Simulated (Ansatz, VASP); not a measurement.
Given: the input of a run of Ansatz 0.2.0 on MnHg.

File input.yaml:

```yaml
crystal:
  lattice:
    - [3.288, 0.0, 0.0]
    - [0.0, 3.288, 0.0]
    - [0.0, 0.0, 3.313]
  atoms:
    - { symbol: Hg, position: [0.0, 0.0, 0.0] }
    - { symbol: Mn, position: [0.5, 0.5, 0.5], spin: 4.0 }
hamiltonian:
  xc: pbesol
  pseudopotentials: { kind: paw }
magnetization:
  spin_polarized: true
kpoints:
  mp_grid: { grid: [8, 8, 8] }
scf:
  occupations: { method: gaussian, width: 0.05 }
output:
  forces: true
  stress: true
  eigenvalues: true
```

Potentials or basis: Ansatz PAW.

The run is started by

```console
$ ansatz run input.yaml --threads 2 --pin off --max-ram 5632MiB --backend cpu --events-out ev --progress --plain --runs-dir out
```

Translate it to VASP 6.6.1. Potentials there: VASP PAW PBE potentials, release 64 (Hg, Mn_pv).

As run (the cutoff follows the program's own potentials):

The input INCAR:

```
PREC = Accurate
ENCUT = 520
EDIFF = 1E-6
ISMEAR = 0
SIGMA = 0.05
LREAL = F
LASPH = T
NELM = 100
ALGO = Fast
ISIF = 2
LWAVE = F
LCHARG = T
ISPIN = 2
MAGMOM = 0 4
LORBIT = 11
LMAXMIX = 4
GGA = PS
LELF = T
LVHAR = T
```

The input KPOINTS:

```
Automatic mesh
0
Gamma
  8 8 8
```

The input POSCAR:

```
MnHg
3.288
    1.000000000000      0.000000000000      0.000000000000
    0.000000000000      1.000000000000      0.000000000000
    0.000000000000      0.000000000000      1.007603406326
Hg Mn
1 1
Direct
    0.0000000000      0.0000000000      0.0000000000
    0.5000000000      0.5000000000      0.5000000000
```

Potentials or basis: VASP PAW PBE potentials, release 64 (Hg, Mn_pv).

The run is started by

```bash
$ cat potpaw_PBE.64/Hg/POTCAR potpaw_PBE.64/Mn_pv/POTCAR > POTCAR
$ mpirun -np 1 vasp_std > vasp.out
```

Both were run:

|  | VASP | Ansatz | Ansatz less VASP |
| --- | --- | --- | --- |
| gap on the k mesh at the Fermi level (eV) | none | none | - |
| pressure (GPa) | -2.9 | -3.4 | -0.51 |
| net moment per atom (μB) | 1.95 | 1.95 | -0.001 |
| size of the moment on the site where the two differ most (μB) | 3.81 | 3.86 | +0.049 |

Site moments also hang on the region over which each program counts them. A gap of «none» marks a metal or a gap that the smearing closes. The functional is the same, so the differences come from potentials, cutoffs and numerics. The two sets of potentials don't hold the same shells in valence.

Caveats: the PAW data sets were made with another functional, which shifts forces and pressure a little (VASP); the PAW data sets come from PBE, with cores solved anew for the run's functional, which leaves a small shift of forces and pressure (Ansatz). The runs have no spin-orbit coupling, so splittings on Hg are missing.
